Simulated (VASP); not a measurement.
Input of a VASP 6.6.1 run:

INCAR

```
PREC     = Accurate       # precision mode
ENCUT    = 520            # plane-wave cutoff, eV
EDIFF    = 1E-6           # SCF threshold, eV
ISMEAR   = 0              # smearing method
SIGMA    = 0.15           # smearing width, eV
LREAL    = F              # projectors in reciprocal space
LASPH    = T              # aspherical terms in the spheres
NELM     = 100            # most SCF steps
ALGO     = Fast           # electronic algorithm
ISIF     = 2              # what is computed and relaxed
LWAVE    = F              # write WAVECAR
LCHARG   = T              # write CHGCAR
LELF     = T              # ELF
LVHAR    = T            
NBANDS   = 12             # bands
```

The input KPOINTS:

```
regular mesh
0
Gamma
  22 22 22
```

POSCAR

```
Nb
1.0
   -1.8678147505      1.8678147505      1.3205450286
    1.8678147505     -1.8678147505      1.3205450286
    1.8678147505      1.8678147505     -1.3205450286
Nb
1
Direct
    0.0000000000      0.0000000000      0.0000000000
```

Potentials or basis: VASP PAW LDA potentials, release 64 (Nb_sv).

Launch:

```sh
$ cat potpaw_LDA.64/Nb_sv/POTCAR > POTCAR
$ mpirun -np 1 vasp_std > vasp.out
```

Predict the band gap on the k mesh.

none (metal or under the smearing width).

Predict the pressure.

-6.5 GPa.

Stress tensor (GPa, compression positive):
```
-8.38  0.00  0.00
 0.00 -8.38  0.00
 0.00  0.00 -2.79
```
